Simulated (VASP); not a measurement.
Wanted: the native input for a VASP 6.6.1 run.

| Quantity | Value |
| --- | --- |
| Task | relaxation of the atoms |
| Functional | PBEsol |
| Potentials or basis | VASP PAW PBE potentials, release 64 (Cu, Ga_d, P) |
| Cutoff | 350 eV |
| k mesh | 2 × 2 × 2 |
| Occupations | gaussian, width 0.03 eV |
| Spin | collinear spin, zero start |
| Starting moments | [0.0, 0.0, 0.0, 0.0, 0.0, 0.0, 0.0, 0.0, 0.0, 0.0, 0.0, 0.0, 0.0, 0.0, 0.0, 0.0, 0.0, 0.0, 0.0, 0.0, 0.0, 0.0, 0.0, 0.0] μB |
| Fixed moment | 0 μB |
| Hubbard terms | Cu d U = 5 eV |
| Dq | 0 |
| Further INCAR settings | LREAL = Auto; ALGO = Normal; EDIFF = 1e-05; ISYM = 0; IBRION = 2; EDIFFG = -0.03; NSW = 60 |

The structure of Ga11CuP12 (a cell with a defect) lies in POSCAR:

```
Ga11CuP12
1.0
    0.0000000000      8.1757500000      8.1757500000
    5.4505000000      0.0000000000      5.4505000000
    5.4505000000      5.4505000000      0.0000000000
Cu Ga P
1 11 12
Direct
    0.0026930000     -0.0047340000      0.0007280000
    0.0009220000      0.0002220000      0.4963760000
   -0.0007640000      0.5039300000      0.0036800000
   -0.0011640000      0.5027790000      0.5014520000
    0.3342000000      0.0014640000      0.0000180000
    0.3336790000     -0.0080660000      0.5035100000
    0.3323630000      0.5015690000     -0.0026530000
    0.3299620000      0.5011110000      0.5077810000
    0.6610100000     -0.0042580000      0.0009000000
    0.6665240000     -0.0034350000      0.5093560000
    0.6629180000      0.4937850000      0.0083040000
    0.6620210000      0.4877440000      0.5107610000
    0.0859520000      0.1264460000      0.1227270000
    0.0822150000      0.1276490000      0.6260730000
    0.0857930000      0.6223590000      0.1188970000
    0.0834510000      0.6285630000      0.6228760000
    0.4144330000      0.1267200000      0.1276620000
    0.4181430000      0.1173550000      0.6268260000
    0.4123750000      0.6286000000      0.1250570000
    0.4165950000      0.6312330000      0.6160590000
    0.7496850000      0.1217200000      0.1322110000
    0.7497820000      0.1272970000      0.6257210000
    0.7478970000      0.6331200000      0.1283070000
    0.7461250000      0.6241690000      0.6249840000
```

The cell isn't the ideal one: atoms moved at random, drawn with an rms of 0.05 Å.

These files were run (other wordings do the same):

INCAR

```
PREC = Accurate ; ENCUT = 350
EDIFF = 1E-5 ; ISMEAR = 0
SIGMA = 0.03 ; LREAL = Auto
LASPH = True ; NELM = 120
ALGO = Normal ; ISIF = 2
LWAVE = False ; LCHARG = False
ISPIN = 2 ; MAGMOM = 0 0 0 0 0 0 0 0 0 0 0 0 0 0 0 0 0 0 0 0 0 0 0 0
LORBIT = 11 ; NUPDOWN = 0
LMAXMIX = 4 ; LDAU = True
LDAUTYPE = 2 ; LDAUL = 2 -1 -1
LDAUU = 5 0 0 ; LDAUJ = 0 0 0
LDAUPRINT = 1 ; GGA = PS
IBRION = 2 ; NSW = 60
EDIFFG = -0.03 ; ISYM = 0
```

KPOINTS

```
Automatic mesh
0
Gamma
  2 2 2
```

Potentials or basis: VASP PAW PBE potentials, release 64 (Cu, Ga_d, P).

Command:

```bash
$ cat potpaw_PBE.64/Cu/POTCAR potpaw_PBE.64/Ga_d/POTCAR potpaw_PBE.64/P/POTCAR > POTCAR
$ mpirun -np 1 vasp_std > vasp.out
```

It gave:

| Property | Result |
| --- | --- |
| Energy gained by relaxing | 19.1 meV/atom |
| Ionic steps | 13 |
| Pressure after relaxing | -1.8 GPa |
| Largest force after relaxing | 0.028 eV/Å |
| Net moment | 0.00 μB per cell |
| Valence electrons inside the program's atomic spheres | Cu 10.18; Ga 11.71, 11.70, 11.72; P 2.48, 2.52, 2.51 |

Caveat: the k mesh is coarse (spacing up to 0.50 Å⁻¹), so the values aren't converged; the cutoff is under 1.25 times the usual one of these potentials, so pressure, stress and relaxed cells hold a basis-set (Pulay) error; the PAW data sets were made with another functional, which shifts forces and pressure a little; the total moment is fixed, so each spin has its own Fermi level; the U is typed as a test and isn't derived for this compound.

It took 98 min on 1 thread of AMD EPYC 9R45 (Zen 5), with other jobs on the host, peak memory 0.75 GiB.
